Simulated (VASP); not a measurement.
Input for VASP

INCAR:
```
! general
SYSTEM  =  LiF
PREC    =  Accurate
ENCUT   =  520   ! plane-wave cut-off (eV)
LREAL   =  .False.   ! projection in real space or not
LASPH   =  .True.

! electronic loop
EDIFF   =  1E-7
NELM    =  100
ALGO    =  Normal   ! blocked Davidson

! smearing
ISMEAR  =  -5

! functional
GGA     =  PE   ! PBE
IVDW    =  12   ! D3, Becke-Johnson

! ions
ISIF    =  2

! output
LWAVE   =  .False.
LCHARG  =  .True.
LORBIT  =  11
NEDOS   =  601   ! DOS grid
```

KPOINTS:
```
Automatic mesh
0
Gamma
13 13 13
0 0 0
```

POSCAR:
```
LiF
1
    0.0000000000     1.9968972940     1.9968972940
    1.9968972940     0.0000000000     1.9968972940
    1.9968972940     1.9968972940     0.0000000000
Li F
1 1
Direct
  0.0000000000   0.0000000000   0.0000000000
  0.5000000000   0.5000000000   0.5000000000
```

POTCAR, in this order: Li_sv F (PBE.64 set). Program: vasp_std.

### Question
Translate this PBE-D3(BJ) calculation to Quantum ESPRESSO's pw.x.

### Answer
One equivalent input (not run):
```
&CONTROL
  calculation = 'scf'
  pseudo_dir = './pseudo'
  outdir = './out'
  tprnfor = .true.
  tstress = .true.
/
&SYSTEM
  ibrav = 0
  nat = 2
  ntyp = 2
  ecutwfc = 84
  occupations = 'tetrahedra'
  input_dft = 'pbe'
  vdw_corr = 'grimme-d3'
  dftd3_version = 4
  dftd3_threebody = .false.
/
&ELECTRONS
  conv_thr = 7.3e-09
  electron_maxstep = 100
/
ATOMIC_SPECIES
  Li 6.940 Li.upf
  F 18.998 F.upf
CELL_PARAMETERS angstrom
     0.0000000    1.9968973    1.9968973
     1.9968973    0.0000000    1.9968973
     1.9968973    1.9968973    0.0000000
ATOMIC_POSITIONS crystal
  Li   0.0000000  0.0000000  0.0000000
  F    0.5000000  0.5000000  0.5000000
K_POINTS automatic
  13 13 13 0 0 0
```
What does not carry over: the potentials are each code's own (VASP's PAW set, PseudoDojo norm-conserving files in pw.x), so ENCUT and ecutwfc are chosen apart and not converted; conv_thr bounds pw.x's estimated SCF error, while EDIFF bounds the energy change between steps.

The compound is LiF in the rock salt structure. It was relaxed first.
